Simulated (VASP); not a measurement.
Level of theory: AM05 GGA, VASP's PBE PAW potentials (set 64) (plane waves; VASP).

Input for VASP

KPOINTS:
```
Automatic mesh
0
Gamma
6 6 6
0 0 0
```

### POSCAR
```
KTaO3
1.0
  4.0717240667   0.0000000000   0.0000000000
  0.0000000000   4.0717240667   0.0000000000
  0.0000000000   0.0000000000   4.0717240667
K Ta O
1 1 3
Cart
  0.0000000000   0.0000000000   0.0000000000
  2.0358620333   2.0358620333   2.0358620333
  2.0358620333   0.0000000000   2.0358620333
  0.0000000000   2.0358620333   2.0358620333
  2.0358620333   2.0358620333   0.0000000000
```

### INCAR
```
LASPH=.TRUE.   ! aspherical one-centre terms
NELM=100
PREC=Accurate
ENCUT=520   ! plane-wave cut-off (eV)
ALGO=Normal   ! blocked Davidson
SIGMA=0.05   ! width (eV)
LREAL=.FALSE.
LCHARG=.FALSE.
ISIF=2
EDIFF=1E-7   ! SCF stop (eV)
SYSTEM=KTaO3
LWAVE=.FALSE.
LMAXMIX=6
GGA=AM   ! AM05
ISMEAR=0
```

POTCAR, in this order: K_sv Ta_pv O (PBE.64 set). Program: vasp_std.

The run wrote:

### OSZICAR
```
       N       E                     dE             d eps       ncg     rms          rms(c)
DAV:   1     0.331700711541E+03    0.33170E+03   -0.21468E+04   920   0.167E+03
DAV:   2    -0.309567905083E+02   -0.36266E+03   -0.35524E+03  1111   0.442E+02
DAV:   3    -0.491855642399E+02   -0.18229E+02   -0.18183E+02  1172   0.992E+01
DAV:   4    -0.496489842599E+02   -0.46342E+00   -0.46312E+00  1608   0.135E+01
DAV:   5    -0.496512825690E+02   -0.22983E-02   -0.22982E-02  1172   0.965E-01    0.315E+01
DAV:   6    -0.420239407046E+02    0.76273E+01   -0.40952E+01  1137   0.430E+01    0.127E+01
DAV:   7    -0.418002434791E+02    0.22370E+00   -0.25871E+00  1175   0.105E+01    0.822E+00
DAV:   8    -0.417379995662E+02    0.62244E-01   -0.45365E-01  1207   0.573E+00    0.140E+00
DAV:   9    -0.417279140338E+02    0.10086E-01   -0.31656E-02  1314   0.136E+00    0.263E-01
DAV:  10    -0.417270271138E+02    0.88692E-03   -0.10922E-02  1227   0.749E-01    0.603E-02
DAV:  11    -0.417271129738E+02   -0.85860E-04   -0.63244E-04  1224   0.185E-01    0.354E-02
DAV:  12    -0.417271597490E+02   -0.46775E-04   -0.92920E-05  1265   0.786E-02    0.149E-02
DAV:  13    -0.417271581353E+02    0.16137E-05   -0.14027E-05  1298   0.317E-02    0.375E-03
DAV:  14    -0.417271584238E+02   -0.28847E-06   -0.13848E-06  1186   0.846E-03    0.973E-04
DAV:  15    -0.417271584195E+02    0.43519E-08   -0.63899E-08   879   0.180E-03
   1 F= -.41727158E+02 E0= -.41727158E+02  d E =-.227840E-21
```

**OUTCAR**
```
------------------------ aborting loop because EDIFF is reached ----------------------------------------
  FORCE on cell =-STRESS in cart. coord.  units (eV):
  Direction    XX          YY          ZZ          XY          YZ          ZX
  --------------------------------------------------------------------------------------
  Total       -4.2995374     -4.2995374     -4.2995374      0.0000000      0.0000000      0.0000000
  in kB     -102.0463069   -102.0463069   -102.0463069      0.0000000      0.0000000      0.0000000
  external PRESSURE =    -102.0463069 kB  Pullay stress =       0.0000000 kB
  volume of cell :       67.50
      direct lattice vectors                 reciprocal lattice vectors
     4.071724067  0.000000000  0.000000000     0.245596210  0.000000000  0.000000000
     0.000000000  4.071724067  0.000000000     0.000000000  0.245596210  0.000000000
     0.000000000  0.000000000  4.071724067     0.000000000  0.000000000  0.245596210
 POSITION                                       TOTAL-FORCE (eV/Angst)
 -----------------------------------------------------------------------------------
      0.00000      0.00000      0.00000         0.000000      0.000000      0.000000
      2.03586      2.03586      2.03586         0.000000      0.000000      0.000000
      2.03586      0.00000      2.03586         0.000000      0.000000      0.000000
      0.00000      2.03586      2.03586         0.000000      0.000000      0.000000
      2.03586      2.03586      0.00000         0.000000      0.000000      0.000000
 -----------------------------------------------------------------------------------
    total drift:                                0.000000      0.000000     -0.000000
  FREE ENERGIE OF THE ION-ELECTRON SYSTEM (eV)
  ---------------------------------------------------
  free  energy   TOTEN  =       -41.7271584195 eV

  energy  without entropy=      -41.7271584195  energy(sigma->0) =      -41.72715842
```
(Selected blocks of OUTCAR.)

OUTCAR:
```
 val. band max:        1.3161177723   @ k =   0.5000   0.5000   0.5000

 cond. band min:       3.2773933050   @ k =   0.0000   0.0000   0.0000


 Fermi energy:         1.6408080561

 k-point     1 :       0.0000    0.0000    0.0000
  band No.  band energies     occupation
      1     -33.0712      2.00000
      2     -33.0712      2.00000
      3     -33.0712      2.00000
      4     -25.8500      2.00000
      5     -15.8847      2.00000
      6     -15.1830      2.00000
      7     -15.1830      2.00000
      8      -9.4957      2.00000
      9      -9.4957      2.00000
     10      -9.4957      2.00000
     11      -1.1427      2.00000
     12      -1.1427      2.00000
     13      -1.1427      2.00000
     14       0.3417      2.00000
     15       0.3417      2.00000
     16       0.3417      2.00000
     17       0.6772      2.00000
     18       0.6772      2.00000
     19       0.6772      2.00000
     20       3.2774      0.00000
     21       3.2774      0.00000
     22       3.2774      0.00000
     23       7.4436      0.00000

 k-point     2 :       0.1667    0.0000    0.0000
  band No.  band energies     occupation
      1     -33.0876      2.00000
      2     -33.0705      2.00000
      3     -33.0705      2.00000
      4     -25.8450      2.00000
      5     -15.8165      2.00000
      6     -15.1780      2.00000
      7     -15.0586      2.00000
      8      -9.4876      2.00000
      9      -9.4876      2.00000
     10      -9.4674      2.00000
     11      -1.7967      2.00000
     12      -1.1564      2.00000
     13      -1.1564      2.00000
     14      -0.0534      2.00000
     15      -0.0534      2.00000
     16       0.0701      2.00000
     17       0.2349      2.00000
     18       0.5744      2.00000
     19       0.5744      2.00000
     20       3.3097      0.00000
     21       4.0217      0.00000
     22       4.0217      0.00000
     23       7.7662      0.00000

 k-point     3 :       0.3333    0.0000    0.0000
...
```

Unless said otherwise, spin-orbit coupling is left out, though it shifts the bands of the heavy elements here.

The compound is KTaO3 in the cubic perovskite structure. This cell is one point of a volume scan, at 1.06 of the reference volume.
